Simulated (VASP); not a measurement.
Here is the system:

```yaml
crystal:
  lattice:
    - [0.00000, 2.18671, 2.18671]
    - [2.18671, 0.00000, 2.18671]
    - [2.18671, 2.18671, 0.00000]
  atoms:
    - { symbol: Mg, position: [0.00000, 0.00000, 0.00000] }
    - { symbol: O, position: [0.50000, 0.50000, 0.50000] }
```

Method: RPBE GGA, VASP's PBE PAW potentials (set 64) (plane waves; VASP). Numerical set-up: 520 eV cut-off, 11×11×11 Γ-centred mesh, Gaussian smearing of 0.050 eV, potentials Mg O.

Task: Give the stress tensor in GPa (positive for a compressed cell).

Result: 
```
-7.28   0.00   0.00
 0.00  -7.28   0.00
 0.00   0.00  -7.28
```
The pressure is its mean diagonal, -7.28 GPa.

The compound is MgO in the rock salt structure. This cell is one point of a volume scan, at 1.06 of the reference volume.
